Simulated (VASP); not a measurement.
An input for Quantum ESPRESSO's pw.x (written as the equivalent of a VASP run, and not itself run):

```
&CONTROL
  calculation = 'vc-relax'
  pseudo_dir = './pseudo'
  outdir = './out'
  tprnfor = .true.
  tstress = .true.
  nstep = 40
  forc_conv_thr = 0.00078
/
&SYSTEM
  ibrav = 0
  nat = 6
  ntyp = 2
  ecutwfc = 84
  occupations = 'smearing'
  smearing = 'gaussian'
  degauss = 0.003675
  input_dft = 'pz'
/
&ELECTRONS
  conv_thr = 7.3e-08
  electron_maxstep = 100
/
&IONS
/
&CELL
  press = 450
/
ATOMIC_SPECIES
  Zn 65.380 Zn.upf
  F 18.998 F.upf
CELL_PARAMETERS angstrom
     4.3364058    0.0000000    0.0000000
     0.0000000    4.3364058    0.0000000
     0.0000000    0.0000000    3.0193652
ATOMIC_POSITIONS crystal
  Zn   0.0000000  0.0000000  0.0000000
  Zn   0.5000000  0.5000000  0.5000000
  F    0.3032741  0.3032741  0.0000000
  F    0.8032741  0.1967259  0.5000000
  F    0.1967259  0.8032741  0.5000000
  F    0.6967259  0.6967259  0.0000000
K_POINTS automatic
  5 5 7 0 0 0
```

Question: Translate this input to VASP (INCAR, KPOINTS, POSCAR, choice of POTCAR).

Answer: This is not unique; one that fits is 
File KPOINTS:
```
Automatic mesh
0
Gamma
5 5 7
0 0 0
```

INCAR:
```
SYSTEM  =  ZnF2
PREC  =  Accurate; ENCUT  =  620; LREAL  =  .FALSE.
LASPH  =  .TRUE.
EDIFF  =  1E-6; NELM  =  100; ALGO  =  Normal
LMAXMIX  =  4
ISMEAR  =  0; SIGMA  =  0.05
IBRION  =  2; NSW  =  40; ISIF  =  3
EDIFFG  =  -0.02; PSTRESS  =  450
LWAVE  =  .FALSE.; LCHARG  =  .FALSE.
```

**POSCAR**
```
ZnF2
1
    4.3364057916     0.0000000000     0.0000000000
    0.0000000000     4.3364057916     0.0000000000
    0.0000000000     0.0000000000     3.0193651683
Zn F
2 4
Direct
  0.0000000000   0.0000000000   0.0000000000
  0.5000000000   0.5000000000   0.5000000000
  0.3032741141   0.3032741141   0.0000000000
  0.8032741141   0.1967258859   0.5000000000
  0.1967258859   0.8032741141   0.5000000000
  0.6967258859   0.6967258859   0.0000000000
```

POTCAR, in this order: Zn F (LDA.64 set). Program: vasp_std.

What does not carry over: the potentials are each code's own (VASP's PAW set, PseudoDojo norm-conserving files in pw.x), so ENCUT and ecutwfc are chosen apart and not converted; conv_thr bounds pw.x's estimated SCF error, while EDIFF bounds the energy change between steps; forc_conv_thr acts on force components and is met together with etot_conv_thr.

The compound is ZnF2 in the rutile structure. This run relaxes it under an external pressure of 45 GPa. Symmetry was kept, so distortions that lower it aren't found.
